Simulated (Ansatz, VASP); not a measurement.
## ZnRe (ZnRe in the Bh ordering): VASP beside Ansatz

One calculation is typed for both programs; each brings its own data sets. How far apart do they land? The cell is generated by rule, not measured, and may not be a known phase. The cell is taken from a series of runs on this material, whose earlier steps may have relaxed, scaled, displaced or heated it; both programs get it as it stands.

Method: plane waves, with VASP 6.6.1 beside it; relaxation of cell and atoms at PBEsol, in Ansatz 0.2.0.

The structure was built from a prototype and need not be the compound's stable phase.

## (1) Starting point

It takes space group P-6m2 (No. 187, hexagonal). Conventional cell: a = 2.709 Å, b = 2.709 Å, c = 4.447 Å, α = 90.00°, β = 90.00°, γ = 120.00°. Nearest to Re lie 6 Re at 2.71 Å and 6 Zn at 2.72 Å. Zn has 6 Zn at 2.71 Å and 6 Re at 2.72 Å nearest. Farther neighbours are not listed.

As a file:

```
Re Zn
1.0
     2.70887    0.00000    0.00000
    -1.35444    2.34596    0.00000
     0.00000    0.00000    4.44704
Re Zn
1 1
Direct
  0.33333 0.66667 0.25000
  0.66667 0.33333 0.75000
```

## (2) VASP: relaxation of cell and atoms, PBEsol, pair 1

The relaxed volume is the usual yardstick between codes: in a stiff, nearly cubic crystal its relative difference is about their pressure difference at one cell divided by the bulk modulus.

Lines of VASP's logs that name or quote its potential files are left out, and so is its time.

Contents of INCAR:

```
SYSTEM = ZnRe
PREC = Accurate
ENCUT = 600
EDIFF = 1E-07
NELM = 120
ISMEAR = 0
SIGMA = 0.1
LREAL = .FALSE.
ALGO = Normal
GGA = PS
NBANDS = 15
LASPH = .TRUE.
LORBIT = 11
LWAVE = .FALSE.
LCHARG = .FALSE.
ISIF = 3
IBRION = 2
NSW = 80
EDIFFG = -0.005
GGA_COMPAT = .FALSE.
NELMIN = 4
```

Contents of POSCAR:

```
ZnRe
1.0
    2.7088750000     -0.0000030000      0.0000000000
   -1.3544350000      2.3459560000      0.0000000000
    0.0000000000      0.0000000000      4.4470410000
Re Zn
1 1
Direct
    0.3333335274      0.6666668088      0.2499999438
    0.6666670549      0.3333336175      0.7500000562
```

Contents of KPOINTS:

```
Automatic mesh
0
Gamma
12 12 8
0 0 0
```

PAW data sets: Re and Zn (PBE family, release 64).

The run is started by

```sh
$ mpirun -np 1 vasp_std
```

Numbers of over 12 decimals in the logs are rounded to 6 here.

The log of the run:

```text
[banner, memory and clock lines left out]
running    1 mpi-ranks, on    1 nodes
 distrk:  each k-point on    1 cores,    1 groups
 distr:  one band on    1 cores,    1 groups

 POSCAR found type information on POSCAR ReZn
 POSCAR found :  2 types and       2 ions
|                                                                             |
|               ----> ADVICE to this user running VASP <----                  |
|                                                                             |
|     You enforced a specific xc type in the INCAR file but a different       |
|     [... a line on the potential file left out ...]
|     I HOPE YOU KNOW WHAT YOU ARE DOING!                                     |
|                                                                             |

 LDA part: xc-table for (Slater+PW92), standard interpolation
 POSCAR, INCAR and KPOINTS ok, starting setup
 FFT: planning ... GRIDC
 FFT: planning ... GRID_SOFT
 FFT: planning ... GRID
 WAVECAR not read
 entering main loop
       N       E                     dE             d eps       ncg     rms          rms(c)
DAV:   1     0.654795322592E+02    0.65480E+02   -0.10153E+04  4266   0.197E+03
DAV:   2    -0.130339484499E+02   -0.78513E+02   -0.74808E+02  4401   0.413E+02
DAV:   3    -0.154562576442E+02   -0.24223E+01   -0.24086E+01  3987   0.610E+01
DAV:   4    -0.154795329988E+02   -0.23275E-01   -0.23264E-01  3883   0.394E+00
DAV:   5    -0.154798350245E+02   -0.30203E-03   -0.30202E-03  4040   0.548E-01    0.276E+01
DAV:   6    -0.146956778843E+02    0.78416E+00   -0.15434E+00  4690   0.384E+01    0.117E+01
DAV:   7    -0.145144939522E+02    0.18118E+00   -0.60730E-01  4951   0.186E+01    0.919E-01
DAV:   8    -0.144908516152E+02    0.23642E-01   -0.81256E-02  4866   0.900E+00    0.885E-01
DAV:   9    -0.144866124874E+02    0.42391E-02   -0.80417E-03  4478   0.130E+00    0.290E-01
DAV:  10    -0.144862885510E+02    0.32394E-03   -0.54491E-04  4860   0.362E-01    0.418E-02
DAV:  11    -0.144862832923E+02    0.52588E-05   -0.43208E-05  4872   0.166E-01    0.978E-03
DAV:  12    -0.144862840022E+02   -0.70991E-06   -0.27300E-06  4345   0.214E-02    0.193E-03
DAV:  13    -0.144862839831E+02    0.19041E-07   -0.52506E-08  2268   0.424E-03
   1 F= -.14486284E+02 E0= -.14483921E+02  d E =-.144863E+02
[...]
2 F= -.14487555E+02 E0= -.14485030E+02  d E =-.127125E-02
[...]
3 F= -.14487749E+02 E0= -.14485266E+02  d E =-.146462E-02
[...]
4 F= -.14487689E+02 E0= -.14485178E+02  d E =0.598527E-04
 trial-energy change:    0.000060  1 .order    0.000053   -0.000106    0.000213
 step:   0.2904(harm=  0.3147)  dis= 0.00000  next Energy=   -14.487765 (dE=-0.161E-04)
 bond charge predicted
       N       E                     dE             d eps       ncg     rms          rms(c)
DAV:   1    -0.144883564844E+02   -0.66781E-03   -0.11361E-02  3607   0.413E+00    0.274E-01
DAV:   2    -0.144878484178E+02    0.50807E-03   -0.20465E-03  4371   0.140E+00    0.979E-02
DAV:   3    -0.144877859823E+02    0.62436E-04   -0.19762E-04  4912   0.377E-01    0.321E-02
DAV:   4    -0.144877701076E+02    0.15875E-04   -0.17465E-05  5048   0.130E-01    0.181E-02
DAV:   5    -0.144877636656E+02    0.64421E-05   -0.55240E-06  5228   0.477E-02    0.339E-03
DAV:   6    -0.144877635935E+02    0.72033E-07   -0.60521E-07  3513   0.880E-03
   5 F= -.14487764E+02 E0= -.14485272E+02  d E =-.149905E-04
 curvature:  -0.16 expect dE=-0.163E-08 dE for cont linesearch -0.111E-09
 trial: gam= 0.00413 g(F)=  0.124E-42 g(S)=  0.101E-07 ort =-0.281E-06 (trialstep = 0.815E+00)
 search vector abs. value=  0.984E-08
 reached required accuracy - stopping structural energy minimisation
```

From OUTCAR (step 2):

```text
ion  position               nearest neighbor table
   1  0.333  0.667  0.250-   2 2.72   2 2.72   2 2.72   2 2.72   2 2.72   2 2.72
   2  0.667  0.333  0.750-   1 2.72   1 2.72   1 2.72   1 2.72   1 2.72   1 2.72

  LATTYP: Found a hexagonal cell.
 ALAT       =     2.7088750000
 C/A-ratio  =     1.6416560380

 Subroutine GETGRP returns: Found 12 space group operations
 (whereof  6 operations were pure point group operations)

The static configuration has the point symmetry C_3v.
 The point group associated with its full space group is D_3h.

 Found     95 irreducible k-points:

   k-points           NKPTS =     95   k-points in BZ     NKDIM =     95   number of bands    NBANDS=     15

   dimension x,y,z NGX =    24 NGY =   24 NGZ =   36
   dimension x,y,z NGXF=    48 NGYF=   48 NGZF=   72

   ENCUT  =  600.0 eV  44.10 Ry    6.64 a.u.   5.41  5.41  8.88*2*pi/ulx,y,z

   NELECT =      19.0000    total number of electrons

 k-points in reciprocal lattice and weights: Automatic mesh
   0.00000000  0.00000000  0.00000000       0.001
   0.08333333  0.00000000  0.00000000       0.005
   0.16666667  0.00000000  0.00000000       0.005
   0.25000000  0.00000000  0.00000000       0.005
   0.33333333  0.00000000  0.00000000       0.005
   0.41666667  0.00000000  0.00000000       0.005
   0.50000000  0.00000000  0.00000000       0.003
   0.08333333  0.08333333  0.00000000       0.005
   0.16666667  0.08333333  0.00000000       0.010
[...]
0.33333333  0.25000000  0.50000000       0.010
   0.33333333  0.33333333  0.50000000       0.002

 average (electrostatic) potential at core
       1 -41.2387       2 -33.6139

 E-fermi :   5.7807

 k-point     1 :       0.0000    0.0000    0.0000
  band No.  band energies     occupation
    ...
      6      -1.2219      2.00000
      7       0.6235      2.00000
      8       4.1836      2.00000
      9       4.4791      2.00000
     10       4.4791      2.00000
     11       7.5753      0.00000
     12       7.5753      0.00000
     13      10.9009      0.00000
     14      20.6274      0.00000
     15      23.3806      0.00000

 k-point     2 :       0.0833    0.0000    0.0000
  band No.  band energies     occupation
    ...
      6      -1.2350      2.00000
      7       0.8329      2.00000
      8       3.8833      2.00000
      9       4.2393      2.00000
     10       4.7473      2.00000
     11       7.4995      0.00000
     12       7.9568      0.00000
     13      10.9177      0.00000
     14      20.5434      0.00000
     15      21.6648      0.00000

 k-point     3 :       0.1667    0.0000    0.0000
  band No.  band energies     occupation
    ...
      6      -1.2711      2.00000
      7       1.3991      2.00000
      8       3.2445      2.00000
      9       3.7677      2.00000
     10       5.5277      1.99965
     11       7.2995      0.00000
     12       8.8502      0.00000
     13      10.9536      0.00000
     14      17.4944      0.00000
     15      20.2267      0.00000

  Total       -0.0000360     -0.0000360     -0.0006448      0.0000000      0.0000000      0.0000000
  in kB       -0.0020478     -0.0020478     -0.0366464      0.0000000      0.0000000      0.0000000
  external PRESSURE =      -0.0135807 kB  Pullay stress =       0.0000000 kB

  energy-cutoff  :      600.00
  volume of cell :       28.19
      direct lattice vectors                 reciprocal lattice vectors
     2.714517444 -0.000003006  0.000000000     0.368389837  0.212689449 -0.000000000
    -1.357256217  2.350842503 -0.000000000     0.000000471  0.425379683  0.000000000
     0.000000000 -0.000000000  4.417434040     0.000000000  0.000000000  0.226375763

 POSITION                                       TOTAL-FORCE (eV/Angst)
 -----------------------------------------------------------------------------------
      0.00000      1.56723      1.10436        -0.000000     -0.000000      0.000000
      1.35726      0.78361      3.31308         0.000000      0.000000     -0.000000
 -----------------------------------------------------------------------------------
    total drift:                               -0.000080     -0.000078     -0.000119

  FREE ENERGIE OF THE ION-ELECTRON SYSTEM (eV)
  ---------------------------------------------------
  free  energy   TOTEN  =       -14.4877635935 eV

  energy  without entropy=      -14.4827805438  energy(sigma->0) =      -14.48527207

 reached required accuracy - stopping structural energy minimisation

 total charge
# of ion       s       p       d       tot
------------------------------------------
    1        0.595   0.627   4.805   6.027
    2        0.616   0.587   9.749  10.952
--------------------------------------------------
tot          1.211   1.214  14.553  16.979

[... 3 further parts left out ...]
```

CONTCAR:

```
ZnRe
   1.00000000000000
     2.7145174443021980   -0.0000030064849247    0.0000000000000000
    -1.3572562171481841    2.3508425029369806   -0.0000000000000000
     0.0000000000000000   -0.0000000000000000    4.4174340399162189
  Re              Zn
     1     1
Direct
     0.3333335274000007    0.6666668088000023    0.2499999437999989
     0.6666670549000031    0.3333336175000028    0.7500000562000011
```

## (3) Ansatz: relaxation of cell and atoms, PBEsol, pair 1

Ansatz runs on its default PAW (the set named soft_2) files.

The same cell, functional, mesh and smearing now go to Ansatz, which takes its cutoff from its data sets.

Contents of input.yaml:

```yaml
crystal:
  lattice:
    - [2.7088754862, -2.8303e-06, 0.0]
    - [-1.354435292, 2.3459564019, 0.0]
    - [0.0, 0.0, 4.4470412836]
  atoms:
    - { symbol: Re, position: [0.3333333333, 0.6666666667, 0.25] }
    - { symbol: Zn, position: [0.6666666667, 0.3333333333, 0.75] }
kpoints:
  mp_grid: { grid: [12, 12, 8] }
hamiltonian:
  xc: pbesol
scf:
  occupations: { method: gaussian, width: 0.1 }
output:
  forces: true
  stress: true
  eigenvalues: true
relax:
  adjacent_minimum: "off"
  f_tol: 0.005
  max_steps: 80
  cell: { stress_tol: 0.05 }
```

The run is started by

```sh
$ ansatz run input.yaml --threads 4 --pin off --max-ram 8192MiB --backend cpu --events-out ev --progress --plain --runs-dir out
```

The log of the run:

```text
Engine: ansatz 0.2.0, aarch64-unknown-linux-gnu
Pseudopotentials: kind: paw
Pseudopotential: Re, paw, valence charge 15, recommended cutoff 420 eV (normal), Re.paw.azcp
Pseudopotential: Zn, paw, valence charge 12, recommended cutoff 420 eV (normal), Zn.paw.azcp
Functional definition: PBEsol
  exchange = pbesol_x
  correlation = pbesol_c
Crystal: 2 atoms, lattice volume = 28.261 Å³
Basis set: ecut = 420 eV, 549 PW (Γ), exchange–correlation on 40×40×60 points (8 copies of the dense FFT grid, shifted against one another)
Bands: 18, of which v1, the nominal top of the filled ones, is band 14 counted from 1 (13 counted from 0)
Symmetry: 12 space group operations
Space group: P-6m2 (ITA 187), of the structure as read, at distance tolerance 3.0e-5 Å
k-points: 95 of 1152 (time reversal used)
Non-local potential: Re, projectors of the file, l = 0: 3, l = 1: 2, l = 2: 2, l = 3: 1
Non-local potential: Zn, projectors of the file, l = 0: 2, l = 1: 2, l = 2: 3, l = 3: 1
PAW form: soft (Blöchl's): semilocal exchange-correlation on the pseudo side does not see the compensation charge
PAW frozen core: Re, regenerated for the run's functional, and the local potential with it (the file was generated under x = pbe(κ = 0.804, μ = 0.219515), c = pbe(β = 0.066725))
PAW frozen core: Zn, regenerated for the run's functional, and the local potential with it (the file was generated under x = pbe(κ = 0.804, μ = 0.219515), c = pbe(β = 0.066725))
PAW one-centre angular grid: Re, 590 points (default); XC on 64 Gauss nodes
PAW one-centre angular grid: Zn, 590 points (default); XC on 64 Gauss nodes
Initial density: superposition of atomic densities (neutral atoms: chi_scale 0, normalization atom), corrected by the library's trained network
Initial wavefunctions: pseudopotential atomic-orbital guess
Functional: x = pbesol(κ = 0.804, μ = 0.123457), c = pbesol(β = 0.046)
SCF iter   1: F=—  HF=-14017.690857 eV  |F-HF|=—  |Δ(HF+E_count)|=         —  Δρ=7.96e-3  dr2=2.78e-2  ethr=1.77e-3  ⟨swp⟩=5.1  Hψ=8321  notcnv=0
preconditioner: auto → none  [metal: Δε(μ)=0.014 eV  Ē_g=10.360 eV  σ=0.100 eV  W_gap=0.08  n_scr=8 (ndim 8)  ℏωp=30.4 eV  f_vac=0.000  D(μ)=0.90/eV (n_scr^D=2)  sad-step TF]
SCF iter   2: F=—  HF=-14017.688608 eV  |F-HF|=—  |Δ(HF+E_count)|=   2.25e-3  Δρ=5.30e-3  dr2=1.93e-2  ethr=1.03e-4  ⟨swp⟩=1.0  Hψ=2470  notcnv=0
SCF iter   3: F=—  HF=-14017.685843 eV  |F-HF|=—  |Δ(HF+E_count)|=   2.76e-3  Δρ=3.68e-3  dr2=4.05e-3  ethr=7.14e-5  ⟨swp⟩=2.1  Hψ=2787  notcnv=0
SCF iter   4: F=—  HF=-14017.684336 eV  |F-HF|=—  |Δ(HF+E_count)|=   1.51e-3  Δρ=3.74e-4  dr2=1.38e-5  ethr=1.50e-5  ⟨swp⟩=2.0  Hψ=2969  notcnv=0
SCF iter   5: F=—  HF=-14017.684309 eV  |F-HF|=—  |Δ(HF+E_count)|=   2.66e-5  Δρ=5.79e-5  dr2=1.25e-6  ethr=5.12e-8  ⟨swp⟩=2.0  Hψ=2550  notcnv=0
SCF iter   6: F=-14017.684309 eV  HF=-14017.684309 eV  |F-HF|=1.94e-8  |Δ(HF+E_count)|=   2.33e-7  Δρ=9.48e-6  dr2=3.09e-8  ethr=3.70e-10  ⟨swp⟩=4.1  Hψ=7170  notcnv=0
SCF 1 converged in 6 iterations: F = -14017.684309 eV  dr2 = 3.09e-8
  greatest PAW one-centre occupation: 0.999 electrons in one spin orbital (limit 2), on the Re atom at site 0 (counted from 0), in its partial waves of l = 0
relax step   1: F+E_penalty+E_count = -14017.68430889 eV  Δ(F+E_penalty+E_count) = +0.000e0 eV  max|allowed force component| = 1.110e-16 eV/Å  Δτ_max = 0.0000 Å  P = -0.618 GPa  Ω = 28.261 Å³  (6 SCF iters, dr2 threshold 1.00e-7 eV, accepted)
[...]
relax step   2: F+E_penalty+E_count = -14017.68634245 eV  Δ(F+E_penalty+E_count) = -2.034e-3 eV  max|allowed force component| = 1.295e-16 eV/Å  Δτ_max = 0.0000 Å  P = +0.200 GPa  Ω = 28.120 Å³  energy of the carried Pulay correction = +1.229e-4 eV  (6 SCF iters, dr2 threshold 2.00e-7 eV, accepted)
[...]
relax step   3: F+E_penalty+E_count = -14017.68648497 eV  Δ(F+E_penalty+E_count) = -1.425e-4 eV  max|allowed force component| = 1.850e-16 eV/Å  Δτ_max = 0.0000 Å  P = -0.023 GPa  Ω = 28.155 Å³  energy of the carried Pulay correction = +9.241e-5 eV  (6 SCF iters, dr2 threshold 2.00e-7 eV, accepted)
[...]
relax step   4: F+E_penalty+E_count = -14017.68638565 eV  Δ(F+E_penalty+E_count) = +9.932e-5 eV  max|allowed force component| = 1.388e-16 eV/Å  Δτ_max = 0.0000 Å  P = -0.023 GPa  Ω = 28.155 Å³  stress off target by 2.30e-2 GPa  SCF on the basis re-selected at this cell (its energy is not comparable with the rows above)  (9 SCF iters)
basis re-selected at this cell: Δ(F+E_penalty+E_count) = +9.932e-5 eV, ΔP = +0.000 GPa vs the last step (what re-selecting the basis moved, of the pressure what is left beyond the Pulay correction that the steps carried, after the strain that the cell walked since its last selection, with what the two solves' SCF thresholds leave and, on support functions, any second-order correction that the steps lacked; it is no m [...]
SCF converged after 9 iterations
Free energy (F): -14017.686386 eV
Harris-Foulkes:  -14017.686386 eV  (|F-HF|=1.82e-12)
Internal energy: -14017.681528 eV  (E = F + TS)
E sigma→0 (E₀):  -14017.683957 eV
Entropy (-TS):   -0.004857 eV (-2.429 meV/atom)
Fermi energy:    18.504003 eV
--- Per-component energies (eV) ---
  E_band       = -16.584215
  E_kinetic    = 672.777291
  E_local      = -2228.909641  (includes V_loc(G=0)·N_el)
  E_nonlocal   = 662.270899
  E_hartree    = 884.733698
  E_xc         = -538.203408
  E_vxc        = -358.211883  (∫ρ·V_xc dr)
  E_paw        = -10317.406694  (= ΣΔE_a)
  E_vpaw       = -533.977859  (= ΣTr[D̂ρ^β])
  E_aug_tail   = -0.000417  (compensation charges beyond the density's cutoff)
  E_ewald      = -3153.973872
  E_core_change = 1.030616  (= ΣΔE_core)
  E_smearing   = -0.004857  (= −TS)
  E_closure    = 0.000000  (closes the sum)
  Σ components = -14017.686386   (vs F -14017.686386, Δ=0.00e0)
--- Forces (eV/Å), atoms counted from 1 ---
  atom   1  Re     0.00000000    -0.00000000     0.00000000
  atom   2  Zn     0.00000000     0.00000000     0.00000000
  max |Σ_I F_I| component: 5.55e-17 eV/Å
--- Stress (GPa, compression-positive) ---
       -0.022611      -0.000000      -0.000000
        0.000000      -0.022611      -0.000000
       -0.000000      -0.000000      -0.023036
  P = ⅓ Tr σ = -0.0228 GPa (-0.228 kbar)
--- Band table (eV; the first three rows and the last of 95) ---
  k-point 0: bands = [... 10 lower, 13.3522, 16.9067, 17.1892, 17.1892, 20.3107, 20.3107, 23.6752, 32.5277]
  k-point 1: bands = [... 10 lower, 13.1794, 16.5161, 17.2035, 17.2035, 20.3003, 20.3003, 24.3469, 32.5178]
  k-point 2: bands = [... 10 lower, 12.6324, 15.8274, 17.2389, 17.2389, 20.2743, 20.2743, 25.8730, 32.5053]
  k-point 94: bands = [... 10 lower, 15.0619, 15.8792, 16.5600, 18.6675, 19.7587, 23.5230, 24.7927, 25.6131]
--- Relaxed structure (3 steps of the walk, 3 accepted, 1 SCFs on fresh bases) ---
  F+E_penalty+E_count = -14017.68638565 eV   max|allowed force component| = 1.388e-16 eV/Å   (the final SCF, on the basis selected at the relaxed cell)
  cell:  # Å, volume = 28.1546 Å³
    - [2.714708, -2.836387260949929e-6, 0]
    - [-1.357352, 2.351008, -2.5485377388932414e-19]
    - [0, -4.831058466618061e-19, 4.411358]
  atoms:
    - { symbol: Re, position: [0.333333, 0.666667, 0.25] }
    - { symbol: Zn, position: [0.666667, 0.333333, 0.75] }
```

## (4) Comparison

Known differences besides the potentials themselves: the data sets hold 27 valence electrons in Ansatz (on its default PAW (the set named soft_2) files) and 19 in VASP; the cutoff is 420 eV in Ansatz and 600 eV in VASP; Ansatz makes its cores anew for this functional, VASP keeps those of its PBE data sets; Ansatz adds a Pulay correction to the stress that steers its cell, VASP none. Total energies have different zeros and are not compared.

Compared:

| quantity | Ansatz | VASP | difference |
| --- | --- | --- | --- |
| volume (Å³) | 28.15 | 28.19 | -0.12 % |
| edge a after relaxation, in the typed setting (Å) | 2.715 | 2.715 | +0.01 % |
| edge c after relaxation, in the typed setting (Å) | 4.411 | 4.417 | -0.14 % |

(Continued in part 2 of 2.)

[Lines on the potential files, build, host, timing and source positions are cut from VASP's logs without a mark.]

[Logs are printed without paths, hosts, clocks, repeated set-up lines and the standing remarks that a program may print on its own settings, such as how far it seeks lower states.]

[Hosts, paths, dates, database ids (printed as entryN), source tags and the programs' standing remarks are cut or masked in the printed files.]
